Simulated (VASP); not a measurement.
Input for VASP

### INCAR
```
SYSTEM = Mo
PREC = Accurate
ENCUT = 400
EDIFF = 1E-6
NELM = 25
ALGO = VeryFast
LREAL = .FALSE.
LASPH = .TRUE.
ISMEAR = 1
SIGMA = 0.1
GGA = PE
LMAXMIX = 4
LWAVE = .FALSE.
LCHARG = .FALSE.
ISIF = 2
HFSCREEN = 0.2
AEXX = 0.25
LHFCALC = .TRUE.
PRECFOCK = Fast
ISYM = 3
```

**KPOINTS**
```
Automatic mesh
0
Gamma
2 2 2
0 0 0
```

POSCAR:
```
Mo
1
   -1.6065000000     1.6065000000     1.6065000000
    1.6065000000    -1.6065000000     1.6065000000
    1.6065000000     1.6065000000    -1.6065000000
Mo
1
Direct
  0.0000000000   0.0000000000   0.0000000000
```

POTCAR, in this order: Mo_sv (PBE.64 set). Program: vasp_std.

Q: Does this input run properly? What does VASP do?

A: There is a fault: a hybrid functional was run with ALGO = VeryFast. Convergence was not reached. Against the sound run, the energy per atom (σ→0) goes up by 81.638 eV/atom; the pressure falls by 487.54 GPa.

File standard output:
```
 POSCAR found type information on POSCAR Mo
 POSCAR found :  1 types and       1 ions
 Reading from existing POTCAR
 Reading from existing POTCAR
 LDA part: xc-table for (Slater+PW92), standard interpolation
 POSCAR, INCAR and KPOINTS ok, starting setup
 WAVECAR not read
 entering main loop
       N       E                     dE             d eps       ncg     rms          rms(c)
RMM:   1    -0.613377242906E+03   -0.61338E+03   -0.52975E+03    33   0.900E+02
RMM:   2    -0.764372888325E+03   -0.15100E+03   -0.16177E+03    33   0.303E+02
RMM:   3    -0.737067274985E+03    0.27306E+02   -0.94270E+01    33   0.959E+01
RMM:   4    -0.737976714476E+03   -0.90944E+00   -0.15688E+01    33   0.334E+01
RMM:   5    -0.738638449060E+03   -0.66173E+00   -0.56659E+00    33   0.187E+01
RMM:   6    -0.739191464431E+03   -0.55302E+00   -0.27929E+00    33   0.106E+01
RMM:   7    -0.739430069841E+03   -0.23861E+00   -0.63133E+00    33   0.155E+01
RMM:   8    -0.739248760926E+03    0.18131E+00    0.85542E-01    33   0.674E+00
RMM:   9    -0.739327648583E+03   -0.78888E-01   -0.10373E+01    95   0.207E+01
RMM:  10    -0.739472126089E+03   -0.14448E+00   -0.26664E-01    97   0.519E+00
RMM:  11    -0.739490442219E+03   -0.18316E-01   -0.21614E-01    97   0.476E+00
RMM:  12    -0.739501234702E+03   -0.10792E-01   -0.20705E-01    96   0.467E+00    0.126E+01
RMM:  13     0.680198804502E+02    0.80752E+03   -0.44951E+00   117   0.256E+01    0.169E+01
RMM:  14     0.684727946335E+02    0.45291E+00   -0.17847E+00   104   0.130E+01    0.340E+00
RMM:  15     0.689314240840E+02    0.45863E+00   -0.43745E-01    83   0.692E+00    0.161E+00
RMM:  16     0.690786305790E+02    0.14721E+00   -0.24601E-01    80   0.541E+00    0.179E+00
RMM:  17     0.691752690880E+02    0.96639E-01   -0.21910E-01    80   0.514E+00    0.111E+00
RMM:  18     0.690154452855E+02   -0.15982E+00   -0.23212E-01    81   0.544E+00    0.797E-01
RMM:  19     0.691544326025E+02    0.13899E+00   -0.21799E-01    82   0.512E+00    0.763E-01
RMM:  20     0.689871897778E+02   -0.16724E+00   -0.23931E-01    82   0.552E+00    0.711E-01
RMM:  21     0.691589953329E+02    0.17181E+00   -0.22418E-01    82   0.525E+00    0.734E-01
RMM:  22     0.689833339376E+02   -0.17566E+00   -0.23951E-01    82   0.551E+00    0.717E-01
RMM:  23     0.691585887268E+02    0.17525E+00   -0.22448E-01    82   0.527E+00    0.726E-01
RMM:  24     0.689832845306E+02   -0.17530E+00   -0.23854E-01    82   0.550E+00    0.718E-01
RMM:  25     0.691585775724E+02    0.17529E+00   -0.22391E-01    83   0.527E+00

 -----------------------------------------------------------------------------
|                                                                             |
|           W    W    AA    RRRRR   N    N  II  N    N   GGGG   !!!           |
|           W    W   A  A   R    R  NN   N  II  NN   N  G    G  !!!           |
|           W    W  A    A  R    R  N N  N  II  N N  N  G       !!!           |
|           W WW W  AAAAAA  RRRRR   N  N N  II  N  N N  G  GGG   !            |
|           WW  WW  A    A  R   R   N   NN  II  N   NN  G    G                |
|           W    W  A    A  R    R  N    N  II  N    N   GGGG   !!!           |
|                                                                             |
|     The electronic self-consistency was not achieved in the given           |
|     number of steps (NELM). The forces and other quantities evaluated       |
|     might not be reliable so examine the results carefully. If you find     |
|     spurious results, we suggest increasing NELM, if you were close to      |
|     convergence or switching to a different ALGO or adjusting the           |
|     density mixing parameters otherwise.                                    |
|                                                                             |
 -----------------------------------------------------------------------------

   1 F= 0.69158578E+02 E0= 0.69163687E+02  d E =-.153280E-01
```

### OUTCAR
```
------------------------ aborting loop EDIFF was not reached (unconverged)  ----------------------------
  FORCE on cell =-STRESS in cart. coord.  units (eV):
  Direction    XX          YY          ZZ          XY          YZ          ZX
  --------------------------------------------------------------------------------------
  Total      -51.4991088    -51.4991088    -51.4991088      0.0000000      0.0000000      0.0000000
  in kB    -4975.1721790  -4975.1721790  -4975.1721790      0.0000000      0.0000000      0.0000000
  external PRESSURE =   -4975.1721790 kB  Pullay stress =       0.0000000 kB
  volume of cell :       16.58
      direct lattice vectors                 reciprocal lattice vectors
    -1.606500000  1.606500000  1.606500000     0.000000000  0.311235605  0.311235605
     1.606500000 -1.606500000  1.606500000     0.311235605  0.000000000  0.311235605
     1.606500000  1.606500000 -1.606500000     0.311235605  0.311235605  0.000000000
 POSITION                                       TOTAL-FORCE (eV/Angst)
 -----------------------------------------------------------------------------------
      0.00000      0.00000      0.00000        -0.000000      0.000000      0.000000
 -----------------------------------------------------------------------------------
    total drift:                                0.000008      0.070452      0.166576
  FREE ENERGIE OF THE ION-ELECTRON SYSTEM (eV)
  ---------------------------------------------------
  free  energy   TOTEN  =        69.1585775724 eV

  energy  without entropy=       69.1739055853  energy(sigma->0) =       69.16368691

  exchange ACFDT corr.  =         0.10131018  see jH, gK, PRB 81, 115126
```
(Selected blocks of OUTCAR.)

To mend it, set ALGO = Normal.

The mended run (HSE06 screened hybrid, plane waves, VASP's PBE PAW potentials (set 64)) converges, and its OSZICAR ends with
```
   1 F= -.12472928E+02 E0= -.12474377E+02  d E =0.434843E-02
```

The compound is Mo in the bcc structure. The cell was not relaxed at this level.
